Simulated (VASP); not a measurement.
Input:

```
GaAs
1.0
    0.00000     2.86338     2.86338
    2.86338     0.00000     2.86338
    2.86338     2.86338     0.00000
Ga As
1 1
Cartesian
  0.00000   0.00000   0.00000
  1.43169   1.43169   1.43169
```

All values below come from revTPSS meta-GGA, VASP's PBE PAW potentials (set 64) (plane waves; VASP 6.6.1). Run with 520 eV cut-off, 8×8×8 Γ-centred mesh, Gaussian smearing of 0.050 eV, potentials Ga_d As.

**Question.** Give the stress tensor in GPa (positive for a compressed cell).

**Answer.** 
```
-1.85   0.00   0.00
 0.00  -1.85   0.00
 0.00   0.00  -1.85
```
The pressure is its mean diagonal, -1.85 GPa.

The compound is GaAs in the zinc blende structure. This cell is one point of a volume scan, at 1.03 of the reference volume.
